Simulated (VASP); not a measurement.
Consider the following.

```
CELL_PARAMETERS angstrom
      2.72000     0.00000     0.00000
      0.00000     2.72000     0.00000
      0.00000     0.00000     3.71000
ATOMIC_POSITIONS crystal
  Fe 0.00000 0.00000 0.00000
  Pt 0.50000 0.50000 0.50000
```
Starting moments (μB, in the order of the record's atoms Fe Pt): 3.0 0.0.

These are PBEsol GGA, VASP's PBE PAW potentials (set 64) (plane waves; VASP) values and carry that method's errors. Run with 300 eV cut-off, 8×8×6 Γ-centred mesh, Fermi-Dirac smearing of 0.10 eV, potentials Fe Pt.

Task: Give the spin-up energies of bands 1 to 13 at the high-symmetry points, in eV from the Fermi level.

Result: 
```csv
band,Γ,X,M,Z,R,A
1,-9.69,-6.21,-6.91,-7.81,-6.58,-6.09
2,-6.38,-4.79,-5.79,-5.79,-6.55,-4.87
3,-6.20,-4.49,-5.74,-5.72,-3.71,-4.87
4,-3.43,-4.36,-5.74,-3.61,-3.57,-4.13
5,-3.43,-3.44,-1.30,-2.74,-3.48,-3.51
6,-2.92,-3.41,-1.05,-2.57,-3.03,-3.51
7,-2.08,-2.65,-0.47,-2.30,-1.18,-2.27
8,-1.85,-2.49,-0.42,-2.30,-0.79,-1.72
9,-0.46,-2.12,-0.42,-2.13,-0.65,-1.05
10,-0.34,-1.59,0.61,-2.13,-0.55,0.61
11,-0.34,0.16,1.55,-1.81,-0.45,6.86
12,2.26,2.07,1.55,-0.78,-0.36,6.86
13,9.85,10.48,7.62,15.68,4.74,7.71
```

Task: Give the spin-down energies of bands 1 to 13 at the high-symmetry points, in eV from the Fermi level.

Result: 
| band | Γ | X | M | Z | R | A |
|---|---|---|---|---|---|---|
| 1 | -9.49 | -6.04 | -6.49 | -7.69 | -6.15 | -5.89 |
| 2 | -5.79 | -4.55 | -4.95 | -5.46 | -6.03 | -4.64 |
| 3 | -5.78 | -4.25 | -4.95 | -5.28 | -2.89 | -4.64 |
| 4 | -2.33 | -3.49 | -4.79 | -2.49 | -2.77 | -1.98 |
| 5 | -2.33 | -2.41 | 0.98 | -1.86 | -2.23 | -1.44 |
| 6 | -0.74 | -1.32 | 1.26 | -1.86 | -0.45 | -1.35 |
| 7 | -0.72 | -1.15 | 1.66 | -1.36 | -0.40 | -1.35 |
| 8 | 0.60 | -0.89 | 1.76 | -0.52 | -0.39 | 0.77 |
| 9 | 1.67 | 0.49 | 1.76 | 0.17 | 0.95 | 0.99 |
| 10 | 1.74 | 0.74 | 1.81 | 0.48 | 1.55 | 1.81 |
| 11 | 1.74 | 2.41 | 1.82 | 0.48 | 1.62 | 7.64 |
| 12 | 2.51 | 2.62 | 1.82 | 1.40 | 1.64 | 7.64 |
| 13 | 10.71 | 11.31 | 8.46 | 16.17 | 5.74 | 8.60 |

It has no gap at this level: it comes out as a metal or semimetal.

The structure is a typed FePt crystal (P4/mmm). The cell was not relaxed at this level.
